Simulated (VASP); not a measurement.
An input for Ansatz (written as the equivalent of a VASP run, and not itself run):

Ansatz 0.2 input:
```yaml
crystal:
  lattice:
    - [0.0000000, 2.3799632, 2.3799632]
    - [2.3799632, 0.0000000, 2.3799632]
    - [2.3799632, 2.3799632, 0.0000000]
  atoms:
    - { symbol: Na, position: [0.0000000, 0.0000000, 0.0000000] }
    - { symbol: F, position: [0.5000000, 0.5000000, 0.5000000] }
kpoints:
  mp_grid: { grid: [9, 9, 9] }
hamiltonian:
  xc: rpbe
  pseudopotentials: { kind: paw }
scf:
  occupations: { method: gaussian, width: 0.05 }
  max_iter: 100
output: { forces: true, stress: true, eigenvalues: true }
```

**Question.** Write the VASP files for the same calculation (RPBE).

**Answer.** Several could match; the one computed here: 
KPOINTS:
```
Regular mesh
0
G
9 9 9
```

POSCAR:
```
NaF
1.0
  0.0000000000   2.3799632358   2.3799632358
  2.3799632358   0.0000000000   2.3799632358
  2.3799632358   2.3799632358   0.0000000000
Na F
1 1
Cart
  0.0000000000   0.0000000000   0.0000000000
  2.3799632358   2.3799632358   2.3799632358
```

### INCAR
```
SYSTEM = NaF
PREC = Accurate; ENCUT = 520; LREAL = .FALSE.
LASPH = .TRUE.
EDIFF = 1E-7; NELM = 100; ALGO = Normal
ISMEAR = 0; SIGMA = 0.05
GGA = RP
ISIF = 2
LWAVE = .FALSE.; LCHARG = .FALSE.
```

POTCAR, in this order: Na_pv F (PBE.64 set). Program: vasp_std.

The two are equivalent in intent, not identical: each code has its own PAW files, so the cut-off isn't converted (ENCUT is set for VASP's; basis.ecutwfc is left out, and Ansatz then takes the one that its files recommend); Ansatz stops its SCF on the density residual and VASP on the energy change (EDIFF).

The compound is NaF in the rock salt structure. This cell is one point of a volume scan, at 0.97 of the reference volume.
